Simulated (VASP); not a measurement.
Computed with PW91 GGA, VASP's PBE PAW potentials (set 64) (plane waves; VASP).

The input files of a VASP run:

INCAR:
```
SYSTEM = CsPbBr3
PREC = Accurate
ENCUT = 520
EDIFF = 1E-7
NELM = 100
ALGO = Normal
LREAL = .FALSE.
LASPH = .TRUE.
ISMEAR = 0
SIGMA = 0.05
GGA = 91
LMAXMIX = 4
LWAVE = .FALSE.
LCHARG = .FALSE.
ISIF = 2
```

File POSCAR:
```
CsPbBr3
6.1166320
  1.0000000189   0.0000000000   0.0000000000
  0.0000000000   1.0000000189   0.0000000000
  0.0000000000   0.0000000000   1.0000000189
Cs Pb Br
1 1 3
Cart
  0.0000000000   0.0000000000   0.0000000000
  0.5000000094   0.5000000094   0.5000000094
  0.5000000094   0.0000000000   0.5000000094
  0.0000000000   0.5000000094   0.5000000094
  0.5000000094   0.5000000094   0.0000000000
```

File KPOINTS:
```
Automatic mesh
0
Gamma
4 4 4
0 0 0
```

POTCAR, in this order: Cs_sv Pb_d Br (PBE.64 set). Program: vasp_std.

Question: What will the output report for the number of irreducible k-points (NKPTS), largest plane-wave count, number of space-group operations, FFT grid (NGX, NGY, NGZ)?

Answer: 
The number of irreducible k-points (NKPTS) comes out as 10 and the largest plane-wave count is 6196. The number of space-group operations is 48 and the FFT grid (NGX, NGY, NGZ) comes out as 48 × 48 × 48.

The compound is CsPbBr3 in the cubic perovskite structure, the ideal cubic form; the compound distorts at low or room temperature. This cell is one point of a volume scan, at 1.06 of the reference volume.
